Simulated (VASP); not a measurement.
The system is GaN.

```
CELL_PARAMETERS angstrom
3.19000 0.00000 0.00000
-1.59500 2.76262 0.00000
0.00000 0.00000 5.18900
ATOMIC_POSITIONS crystal
Ga 0.33333 0.66667 0.00000
Ga 0.66667 0.33333 0.50000
N 0.33333 0.66667 0.37700
N 0.66667 0.33333 0.87700
```

The cell was built by a generator and isn't the measured one.

- Program: VASP 6.6.1
- Task: relaxation of cell and atoms
- Functional: LDA
- Potentials or basis: VASP PAW LDA potentials, release 64 (Ga_d, N)
- Cutoff: 600 eV
- k mesh: 6 × 6 × 4
- Occupations: gaussian, width 0.02 eV
- Spin: no spin polarisation

At the start: pressure -5.5 GPa; volume 11.43 Å³/atom.

Problem. How do energy, volume and symmetry change on relaxing?

Solution. Over 3 steps the energy falls by 5.8 meV/atom and the volume is 11.11 Å³/atom (-2.9 %); space group P6_3mc (No. 186, to 0.05 Å).

The path:
| step | energy change (eV) | largest force (eV/Å) | pressure (GPa) | volume (Å³) |
| --- | --- | --- | --- | --- |
| 1 | 0.0000 | 0.0087 | -5.50 | 45.73 |
| 2 | -0.0004 | 0.0299 | 6.06 | 43.18 |
| 3 | -0.0232 | 0.0180 | -0.01 | 44.42 |

Final structure:
```xyz
4
Lattice="3.1584 0.0000 0.0000 -1.5792 2.7352 0.0000 0.0000 0.0000 5.1420" Properties=species:S:1:pos:R:3 pbc="T T T"
Ga    0.0000    1.8235    0.0002
Ga    1.5792    0.9117    2.5712
N     0.0000    1.8235    1.9383
N     1.5792    0.9117    4.5094
```
